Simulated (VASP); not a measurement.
Calculation: PBE GGA, VASP's PBE PAW potentials (set 64) (plane waves; VASP 6.6.1).

The input files of a VASP run:

### POSCAR
```
Zn
1
    1.3356537047    -2.3134205093     0.0000000000
    1.3356537047     2.3134205093     0.0000000000
    0.0000000000    -0.0000000000     4.8533396134
Zn
2
Direct
  0.3333330000   0.6666670000   0.2500000000
  0.6666670000   0.3333330000   0.7500000000
```

KPOINTS:
```
K-points
0
Gamma
 14 14 7
0 0 0
```

**INCAR**
```
ALGO = Normal
EDIFF = 1E-8
EDIFFG = -0.001
ENCUT = 400
GGA = PE
IBRION = 1
ISIF = 2
ISMEAR = 1
LASPH = T
LCHARG = F
LMAXMIX = 4
LREAL = F
LWAVE = F
NELM = 100
NSW = 30
PREC = Accurate
SIGMA = 0.1
SYSTEM = Zn
```

POTCAR, in this order: Zn (PBE.64 set). Program: vasp_std.

Output of the run:

**OSZICAR**
```
       N       E                     dE             d eps       ncg     rms          rms(c)
DAV:   1     0.850173154195E+02    0.85017E+02   -0.10988E+04  3136   0.202E+03
DAV:   2    -0.130375090170E+00   -0.85148E+02   -0.83828E+02  3128   0.274E+02
DAV:   3    -0.241614039258E+01   -0.22858E+01   -0.22832E+01  3864   0.562E+01
DAV:   4    -0.242180809917E+01   -0.56677E-02   -0.56675E-02  3616   0.282E+00
DAV:   5    -0.242181655117E+01   -0.84520E-05   -0.84515E-05  3848   0.894E-02    0.412E+00
DAV:   6    -0.222141891641E+01    0.20040E+00   -0.98203E-01  3184   0.221E+01    0.309E+00
DAV:   7    -0.221196035438E+01    0.94586E-02   -0.29435E-02  3872   0.319E+00    0.159E+00
DAV:   8    -0.220734043457E+01    0.46199E-02   -0.16576E-03  4128   0.688E-01    0.461E-02
DAV:   9    -0.220734144370E+01   -0.10091E-05   -0.24614E-04  4344   0.239E-01    0.334E-02
DAV:  10    -0.220734384109E+01   -0.23974E-05   -0.24983E-05  3440   0.706E-02    0.278E-03
DAV:  11    -0.220734359621E+01    0.24488E-06   -0.14114E-07  3904   0.453E-03    0.167E-03
DAV:  12    -0.220734324860E+01    0.34761E-06   -0.38198E-08  3440   0.417E-03    0.688E-05
DAV:  13    -0.220734324681E+01    0.17917E-08   -0.31678E-09  2008   0.480E-04
   1 F= -.22073432E+01 E0= -.22073920E+01  d E =-.220734E+01
```

File OUTCAR:
```
------------------------ aborting loop because EDIFF is reached ----------------------------------------
  FORCE on cell =-STRESS in cart. coord.  units (eV):
  Direction    XX          YY          ZZ          XY          YZ          ZX
  --------------------------------------------------------------------------------------
  Total        0.0051311      0.0051311      0.0061936     -0.0000000      0.0000000      0.0000000
  in kB        0.2740972      0.2740973      0.3308534     -0.0000000      0.0000000      0.0000000
  external PRESSURE =       0.2930160 kB  Pullay stress =       0.0000000 kB
  volume of cell :       29.99
      direct lattice vectors                 reciprocal lattice vectors
     1.335653705 -2.313420509  0.000000000     0.374348529 -0.216130184  0.000000000
     1.335653705  2.313420509  0.000000000     0.374348529  0.216130184  0.000000000
     0.000000000  0.000000000  4.853339613     0.000000000  0.000000000  0.206043689
 POSITION                                       TOTAL-FORCE (eV/Angst)
 -----------------------------------------------------------------------------------
      1.33565      0.77114      1.21333        -0.000000      0.000000      0.000000
      1.33565     -0.77114      3.64000         0.000000     -0.000000      0.000000
 -----------------------------------------------------------------------------------
    total drift:                                0.000000      0.000074      0.000003
  FREE ENERGIE OF THE ION-ELECTRON SYSTEM (eV)
  ---------------------------------------------------
  free  energy   TOTEN  =        -2.2073432468 eV

  energy  without entropy=       -2.2074893601  energy(sigma->0) =       -2.20739195

 reached required accuracy - stopping structural energy minimisation
```
(Selected blocks of OUTCAR.)

The compound is Zn in the hcp structure. It was relaxed first. The start is the result of an earlier pass.
